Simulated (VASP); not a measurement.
Here is the system:

```xyz
2
Lattice="0.0000 2.4807 2.4807 2.4807 0.0000 2.4807 2.4807 2.4807 0.0000" Properties=species:S:1:pos:R:3 pbc="T T T"
O      1.2404     1.2404     1.2404
Hg     0.0000     0.0000     0.0000
```

Computed with PBE GGA, VASP's PBE PAW potentials (set 64) (plane waves; VASP 6.6.1). Settings: 400 eV cut-off, 8×8×8 Γ-centred mesh, Fermi-Dirac smearing of 0.14 eV, potentials O Hg.

### Question
Give the energies of bands 3 to 10 at the high-symmetry points, in eV from the Fermi level.

### Answer

| band | Γ | X | U | L | W |
|---|---|---|---|---|---|
| 3 | -7.46 | -6.01 | -6.35 | -7.07 | -6.35 |
| 4 | -7.46 | -6.01 | -5.94 | -6.31 | -6.27 |
| 5 | -5.44 | -5.43 | -5.26 | -5.22 | -5.41 |
| 6 | -5.44 | -5.08 | -5.06 | -5.22 | -4.44 |
| 7 | -2.18 | -3.78 | -4.59 | -4.83 | -4.43 |
| 8 | 0.01 | -2.54 | -2.75 | -1.01 | -3.51 |
| 9 | 0.01 | -2.54 | -1.91 | -1.01 | -1.87 |
| 10 | 0.01 | 4.67 | 5.13 | 2.57 | 5.35 |

It has no gap at this level: it comes out as a metal or semimetal.

The structure was generated: HgO was put into an ordered model structure, which need not be its known phase. The cell was not relaxed at this level.
